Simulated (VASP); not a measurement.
```
CELL_PARAMETERS angstrom
      4.46104     0.00000     0.00000
      0.00000     4.46104     0.00000
      0.00000     0.00000     6.23615
ATOMIC_POSITIONS crystal
  Te 0.50000 0.50000 0.00000
  Pb 0.00000 0.00000 0.00000
  Pb 0.50000 0.50000 0.50000
  S  0.00000 0.00000 0.50000
```

Computed with r2SCAN meta-GGA, VASP's PBE PAW potentials (set 64) (plane waves; VASP 6.6.1). Run with 400 eV cut-off, 6×6×4 Γ-centred mesh, tetrahedra with Blöchl corrections, potentials Te Pb_d S.

The cores are frozen, which limits the accuracy of field gradients.

Give the principal components of the electric field gradient (V/Å²) and the asymmetry η at each nucleus.

| atom | Vxx | Vyy | Vzz | η |
|---|---|---|---|---|
| Te1 | 9.5 | 9.5 | -18.9 | 0.00 |
| Pb2 | -95.8 | -95.8 | 191.6 | 0.00 |
| Pb3 | 124.5 | 124.5 | -248.9 | 0.00 |
| S4 | -0.7 | -0.7 | 1.5 | 0.00 |

The structure comes from a computed database's TePb2S entry (P4/mmm); how it stands against other phases isn't given here. It was relaxed first.
